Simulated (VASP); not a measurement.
Crystal: GaP.

```xyz
2
Lattice="0.0000 2.7525 2.7525 2.7525 0.0000 2.7525 2.7525 2.7525 0.0000" Properties=species:S:1:pos:R:3 pbc="T T T"
Ga    0.0000    0.0000    0.0000
P     1.3763    1.3763    1.3763
```

```yaml
Program: VASP 6.6.1
Task: relaxation of cell and atoms
Functional: PBE
Dispersion: D3(BJ)
Potentials_or_basis: VASP PAW PBE potentials, release 64 (Ga_d, P)
Cutoff: 600 eV
k_mesh: 8 × 8 × 8
Occupations: gaussian, width 0.02 eV
Spin: no spin polarisation
```

At the start: pressure -2.5 GPa; volume 20.85 Å³/atom.

Problem. How do energy, volume and symmetry change on relaxing?

Solution. Over 3 steps the energy falls by 5.6 meV/atom and the volume is 20.17 Å³/atom (-3.3 %); space group F-43m (No. 216, to 0.05 Å).

The path:
| step | energy change (eV) | largest force (eV/Å) | pressure (GPa) | volume (Å³) |
| --- | --- | --- | --- | --- |
| 1 | 0.0000 | 0.0000 | -2.54 | 41.71 |
| 2 | -0.0087 | 0.0000 | 1.31 | 39.75 |
| 3 | -0.0112 | 0.0000 | 0.03 | 40.35 |

Final structure:
```
CELL_PARAMETERS angstrom
0.00000 2.72229 2.72229
2.72229 0.00000 2.72229
2.72229 2.72229 0.00000
ATOMIC_POSITIONS crystal
Ga 0.00000 0.00000 0.00000
P 0.25000 0.25000 0.25000
```
